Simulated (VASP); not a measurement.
Output of a VASP run:

OSZICAR:
```
       N       E                     dE             d eps       ncg     rms          rms(c)
DAV:   1     0.174034068944E+03    0.17403E+03   -0.40866E+03   168   0.686E+02
DAV:   2     0.191548280262E+02   -0.15488E+03   -0.15299E+03   276   0.221E+02
DAV:   3    -0.823188634417E+01   -0.27387E+02   -0.27219E+02   172   0.118E+02
DAV:   4    -0.118704143996E+02   -0.36385E+01   -0.36284E+01   320   0.645E+01
DAV:   5    -0.120173088112E+02   -0.14689E+00   -0.14651E+00   224   0.897E+00    0.499E+00
DAV:   6    -0.107721611189E+02    0.12451E+01   -0.26755E+00   264   0.107E+01    0.280E+00
DAV:   7    -0.104082523794E+02    0.36391E+00   -0.95633E-01   280   0.652E+00    0.123E+00
DAV:   8    -0.103459018341E+02    0.62351E-01   -0.13484E-01   288   0.388E+00    0.390E-01
DAV:   9    -0.103287389007E+02    0.17163E-01   -0.24291E-02   280   0.159E+00    0.225E-01
DAV:  10    -0.103228599112E+02    0.58790E-02   -0.74434E-03   224   0.558E-01    0.105E-01
DAV:  11    -0.103183620941E+02    0.44978E-02   -0.14078E-02   280   0.634E-01    0.798E-02
DAV:  12    -0.103200703228E+02   -0.17082E-02   -0.14043E-03   280   0.405E-01    0.477E-02
DAV:  13    -0.103199560628E+02    0.11426E-03   -0.14223E-03   224   0.163E-01    0.325E-02
DAV:  14    -0.103213559244E+02   -0.13999E-02   -0.11987E-03   304   0.305E-01    0.271E-02
DAV:  15    -0.103227726366E+02   -0.14167E-02   -0.56361E-04   264   0.162E-01    0.109E-02
DAV:  16    -0.103234740053E+02   -0.70137E-03   -0.35903E-04   256   0.711E-02    0.522E-03
DAV:  17    -0.103234952718E+02   -0.21266E-04   -0.16388E-05   280   0.322E-02    0.362E-03
DAV:  18    -0.103235112965E+02   -0.16025E-04   -0.49972E-06   280   0.164E-02    0.786E-04
DAV:  19    -0.103235147911E+02   -0.34947E-05   -0.46634E-07   184   0.388E-03    0.503E-04
DAV:  20    -0.103235152283E+02   -0.43721E-06   -0.15579E-07   168   0.339E-03
   1 F= -.10323515E+02 E0= -.10323515E+02  d E =-.426524E-21
```

File OUTCAR:
```
------------------------ aborting loop because EDIFF is reached ----------------------------------------
  FORCE on cell =-STRESS in cart. coord.  units (eV):
  Direction    XX          YY          ZZ          XY          YZ          ZX
  --------------------------------------------------------------------------------------
  Total        4.4470919      4.4470924     -0.0413628     -0.0000005      0.0000000      0.0000000
  in kB       26.2299108     26.2299138     -0.2439668     -0.0000032      0.0000000      0.0000000
  external PRESSURE =      17.4052859 kB  Pullay stress =       0.0000000 kB
  volume of cell :      271.64
      direct lattice vectors                 reciprocal lattice vectors
     4.733317000  0.000000000  0.000000000     0.211268335  0.121975849  0.000000000
    -2.366659000  4.099173000  0.000000000     0.000000000  0.243951646  0.000000000
     0.000000000  0.000000000 14.000000000     0.000000000  0.000000000  0.071428571
 POSITION                                       TOTAL-FORCE (eV/Angst)
 -----------------------------------------------------------------------------------
      2.36666      1.36639      7.00000        -0.000000      0.000000      0.000000
     -0.00000      2.73278      7.00000         0.000000     -0.000000      0.000000
 -----------------------------------------------------------------------------------
    total drift:                               -0.002697      0.001559      0.000000
  FREE ENERGIE OF THE ION-ELECTRON SYSTEM (eV)
  ---------------------------------------------------
  free  energy   TOTEN  =       -10.3235152283 eV

  energy  without entropy=      -10.3235152283  energy(sigma->0) =      -10.32351523
```
(Selected blocks of OUTCAR.)

POSCAR:
```
LaAs
1
    4.7333170000     0.0000000000     0.0000000000
   -2.3666590000     4.0991730000     0.0000000000
    0.0000000000     0.0000000000    14.0000000000
La As
1 1
Direct
  0.6666670000   0.3333330000   0.5000000000
  0.3333330000   0.6666670000   0.5000000000
```

### Question
Reconstruct the remaining input files.

### Answer
This is not unique; one that fits is the input of the run itself, PBE GGA, plane waves, VASP's PBE PAW potentials (set 64).

File KPOINTS:
```
Automatic mesh
0
gamma
6 6 1
```

### INCAR
```
SYSTEM = LaAs
PREC = Accurate
ENCUT = 300
EDIFF = 1E-6
NELM = 100
ALGO = Normal
LREAL = .FALSE.
LASPH = .TRUE.
ISMEAR = 0
SIGMA = 0.05
GGA = PE
LMAXMIX = 6
LWAVE = .FALSE.
LCHARG = .FALSE.
ISIF = 2
```

POTCAR, in this order: La As (PBE.64 set). Program: vasp_std.

At this cut-off the stress carries a Pulay error, which pulls relaxed volumes low. The cell holds a wide vacuum, so values per volume refer to the whole cell.

The cell is a sheet with vacuum, built from a generated structure.
